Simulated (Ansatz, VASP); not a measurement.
**SrLaMnO3: VASP beside Ansatz**

File INCAR:

```
  ALGO = Normal
  EDIFF = 1E-7
  ENCUT = 520
  GGA = PE
  ISIF = 2
  ISMEAR = -1
  ISPIN = 2
  LASPH = True
  LCHARG = False
  LMAXMIX = 6
  LORBIT = 11
  LREAL = False
  LWAVE = False
  MAGMOM = 0 0 4 0 0 0
  NBANDS = 39
  NELM = 120
  PREC = Accurate
  SIGMA = 0.05
```

Contents of KPOINTS:

```
k-points
0
Gamma
  7 7 8
```

Contents of POSCAR:

```
SrLaMnO3
1.0
    6.7554546873     -1.9396906987      0.0000000000
    6.7554546873      1.9396906987      0.0000000000
   -0.9005089079      0.0000000000      3.3947903601
La Sr Mn O
1 1 1 3
Direct
    0.6477200000      0.6477200000      0.6263080000
    0.3542590000      0.3542590000      0.3382430000
    0.9958270000      0.9958270000      0.9785650000
    0.5080155000      0.5080155000      0.9835080000
    0.8247205000      0.8247205000      0.8188640000
    0.1694615000      0.1694615000      0.1695110000
```

File input.yaml:

```yaml
crystal:
  lattice:
    - [6.7554546873, -1.9396906987, 0.0]
    - [6.7554546873, 1.9396906987, 0.0]
    - [-0.9005089079, 0.0, 3.3947903601]
  atoms:
    - { symbol: La, position: [0.64772, 0.64772, 0.626308] }
    - { symbol: Sr, position: [0.354259, 0.354259, 0.338243] }
    - { symbol: Mn, position: [0.995827, 0.995827, 0.978565], spin: 4.0 }
    - { symbol: O, position: [0.5080155, 0.5080155, 0.983508] }
    - { symbol: O, position: [0.8247205, 0.8247205, 0.818864] }
    - { symbol: O, position: [0.1694615, 0.1694615, 0.169511] }
hamiltonian:
  xc: pbe
  pseudopotentials: { kind: paw }
magnetization:
  spin_polarized: true
kpoints:
  mp_grid: { grid: [7, 7, 8] }
scf:
  occupations: { method: fermi_dirac, width: 0.05 }
output:
  forces: true
  stress: true
  eigenvalues: true
  write_density: true
  write_potential: true
  elf: true
  volumetric_format: npy
```

Change from the starting cell: volume scaled by 0.94.

Alike in both runs: task single point; functional PBE; k mesh 7 × 7 × 8; occupations fermi-dirac, width 0.05 eV; collinear spin, ferromagnetic start.

|  | VASP | Ansatz |
| --- | --- | --- |
| version | VASP 6.6.1 | Ansatz 0.2.0 |
| potentials or method | VASP PAW PBE potentials, release 64 (La, Sr_sv, Mn_pv, O) | Ansatz PAW |
| plane-wave cutoff (eV) | 520 | 420 |
| valence electrons in the cell | 52 | 54 |

Ansatz gave:

* gap on the k mesh at the Fermi level (eV): none
* pressure (GPa): 4.4
* largest component of the traceless stress (GPa): 1.91
* rms of the force components (eV/Å): 0.151
* net moment per atom (μB): 0.67
* size of the moment on the site where the two differ most (μB): 3.30

Problem. Which values does VASP return?

Solution. gap on the k mesh at the Fermi level (eV): none; pressure (GPa): 4.6; largest component of the traceless stress (GPa): 1.75; rms of the force components (eV/Å): 0.146; net moment per atom (μB): 0.67; size of the moment on the site where the two differ most (μB): 3.78.

Site moments also hang on the region over which each program counts them. Atom by atom the forces differ by 0.018 eV/Å (rms over components). A gap of «none» marks a metal or a gap that the smearing closes. The two sets of potentials don't hold the same shells in valence.

Caveats: a cell with one magnetic atom can't hold antiferromagnetic order, which such compounds often take; semilocal functionals often make such compounds metallic where correlation or magnetic order opens a gap, which also shifts bond lengths; the pressure holds a Pulay correction of +0.4 GPa for the finite cutoff (Ansatz). Spin-orbit coupling is left out, which matters for the levels of La.
